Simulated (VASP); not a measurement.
All values below come from PBE GGA with D3 dispersion (Becke-Johnson damping), VASP's PBE PAW potentials (set 64) (plane waves; VASP).

VASP input:

File POSCAR:
```
Ni3Al
1
    3.5237586578     0.0000000000     0.0000000000
    0.0000000000     3.5237586578     0.0000000000
   -0.0000000000    -0.0000000000     3.5237586578
Al Ni
1 3
Direct
  0.0000000000   0.0000000000   0.0000000000
  0.0000000000   0.5000000000   0.5000000000
  0.5000000000   0.0000000000   0.5000000000
  0.5000000000   0.5000000000   0.0000000000
```

### KPOINTS
```
Automatic mesh
0
G
  8 8 8
0 0 0
```

**INCAR**
```
! general
SYSTEM =Ni3Al
PREC   =Accurate
ENCUT  =520
LREAL  =F
LASPH  =T

! electronic loop
EDIFF  =1E-6
NELM   =100
ALGO   =Normal
LMAXMIX=4

! smearing
ISMEAR =1
SIGMA  =0.1

! functional
GGA    =PE
IVDW   =12

! spin
ISPIN  =2
MAGMOM =0.0 0.5 0.5 0.5

! ions
IBRION =2
NSW    =60
ISIF   =3
EDIFFG =-0.02

! output
LWAVE  =F
LCHARG =F
LORBIT =10
```

POTCAR, in this order: Al Ni (PBE.64 set). Program: vasp_std.

Output

File OSZICAR:
```
       N       E                     dE             d eps       ncg     rms          rms(c)
DAV:   1     0.191991422442E+03    0.19199E+03   -0.14607E+04  2948   0.201E+03
DAV:   2    -0.163423970633E+02   -0.20833E+03   -0.19968E+03  2945   0.357E+02
DAV:   3    -0.259222413951E+02   -0.95798E+01   -0.89926E+01  3198   0.106E+02
DAV:   4    -0.260863823774E+02   -0.16414E+00   -0.16369E+00  3457   0.125E+01
DAV:   5    -0.260920916163E+02   -0.57092E-02   -0.57088E-02  3584   0.216E+00    0.200E+01
DAV:   6    -0.267481223089E+02   -0.65603E+00   -0.64531E+01  3313   0.134E+02    0.206E+01
DAV:   7    -0.219020153211E+02    0.48461E+01   -0.19223E+01  3294   0.725E+01    0.269E+00
DAV:   8    -0.218784518107E+02    0.23564E-01   -0.40160E-01  3095   0.541E+00    0.158E+00
DAV:   9    -0.218584666898E+02    0.19985E-01   -0.44534E-02  3834   0.305E+00    0.596E-01
DAV:  10    -0.218584927266E+02   -0.26037E-04   -0.33106E-03  3720   0.684E-01    0.183E-01
DAV:  11    -0.218585011115E+02   -0.83850E-05   -0.82876E-04  3653   0.400E-01    0.758E-02
DAV:  12    -0.218584970845E+02    0.40270E-05   -0.17046E-04  3436   0.192E-01    0.429E-02
DAV:  13    -0.218584965942E+02    0.49033E-06   -0.26240E-05  3673   0.724E-02    0.193E-02
DAV:  14    -0.218584969242E+02   -0.33001E-06   -0.11433E-05  3125   0.507E-02    0.632E-03
DAV:  15    -0.218584968257E+02    0.98500E-07   -0.11798E-06  1725   0.134E-02
   1 F= -.23748331E+02 E0= -.23747789E+02  d E =-.237483E+02  mag=     0.7342
```

OUTCAR:
```
------------------------ aborting loop because EDIFF is reached ----------------------------------------
 Edisp (eV)   -1.88983
  FORCE on cell =-STRESS in cart. coord.  units (eV):
  Direction    XX          YY          ZZ          XY          YZ          ZX
  --------------------------------------------------------------------------------------
  Total       0.01298     0.01298     0.01298     0.00000     0.00000     0.00000
  in kB       0.47544     0.47544     0.47544     0.00000     0.00000     0.00000
  external pressure =        0.48 kB  Pullay stress =        0.00 kB
  volume of cell :       43.75
      direct lattice vectors                 reciprocal lattice vectors
     3.523758658  0.000000000  0.000000000     0.283787880  0.000000000  0.000000000
     0.000000000  3.523758658  0.000000000     0.000000000  0.283787880  0.000000000
     0.000000000  0.000000000  3.523758658     0.000000000  0.000000000  0.283787880
 POSITION                                       TOTAL-FORCE (eV/Angst)
 -----------------------------------------------------------------------------------
      0.00000      0.00000      0.00000         0.000000      0.000000      0.000000
      0.00000      1.76188      1.76188         0.000000      0.000000      0.000000
      1.76188      0.00000      1.76188         0.000000      0.000000      0.000000
      1.76188      1.76188      0.00000         0.000000      0.000000      0.000000
 -----------------------------------------------------------------------------------
    total drift:                                0.000000      0.000000      0.000000
  FREE ENERGIE OF THE ION-ELECTRON SYSTEM (eV)
  ---------------------------------------------------
  free  energy   TOTEN  =       -23.7483308253 eV

  energy  without entropy=      -23.7467055220  energy(sigma->0) =      -23.74778906

 total charge

# of ion       s       p       d       tot
------------------------------------------
    1        0.413   0.405   0.000   0.818
    2        0.507   0.545   8.395   9.447
    3        0.507   0.545   8.395   9.447
    4        0.507   0.545   8.395   9.447
--------------------------------------------------
tot          1.933   2.040  25.184  29.158

 magnetization (x)

# of ion       s       p       d       tot
------------------------------------------
    1       -0.001  -0.008   0.000  -0.009
    2       -0.003  -0.010   0.274   0.261
    3       -0.003  -0.010   0.274   0.261
    4       -0.003  -0.010   0.274   0.261
--------------------------------------------------
tot         -0.010  -0.038   0.821   0.773

 reached required accuracy - stopping structural energy minimisation
```
(Selected blocks of OUTCAR.)

OUTCAR:
```
 val. band max:        9.9171905918   @ k =   0.2500   0.2500   0.0000

 cond. band min:       9.9405082718   @ k =   0.0000   0.0000   0.0000


 Fermi energy:         9.9231687067

 spin component 1

 k-point     1 :       0.0000    0.0000    0.0000
  band No.  band energies     occupation
      1      -0.2388      1.00000
      2       5.4465      1.00000
      3       6.1303      1.00000
      4       6.1303      1.00000
      5       6.4913      1.00000
      6       6.4913      1.00000
      7       6.4913      1.00000
      8       8.4891      1.00000
      9       8.4891      1.00000
     10       8.4891      1.00000
     11       9.3437      1.00000
     12       9.3437      1.00000
     13       9.6519      1.00042
     14       9.8403      0.99699
     15       9.8403      0.99699
     16       9.8403      0.99699
     17      10.8028     -0.00000
     18      10.8028     -0.00000
     19      10.8028     -0.00000
     20      16.6418      0.00000
     21      16.6418      0.00000

 k-point     2 :       0.1250    0.0000    0.0000
  band No.  band energies     occupation
      1      -0.0440      1.00000
      2       5.5006      1.00000
      3       6.0182      1.00000
      4       6.2531      1.00000
      5       6.5246      1.00000
      6       6.5246      1.00000
      7       6.5368      1.00000
      8       8.3825      1.00000
      9       8.3825      1.00000
     10       8.4392      1.00000
     11       9.2246      1.00000
     12       9.3455      1.00000
     13       9.4617      1.00000
     14       9.4617      1.00000
     15       9.5804      1.00001
     16       9.8405      0.99658
     17      10.0948     -0.01785
     18      11.4302     -0.00000
     19      11.4302     -0.00000
     20      16.6222      0.00000
     21      17.0794      0.00000

 k-point     3 :       0.2500    0.0000    0.0000
  band No.  band energies     occupation
      1       0.5300      1.00000
...
```

The compound is Ni3Al in the L1_2 structure. It was relaxed first. The start is the result of an earlier pass.
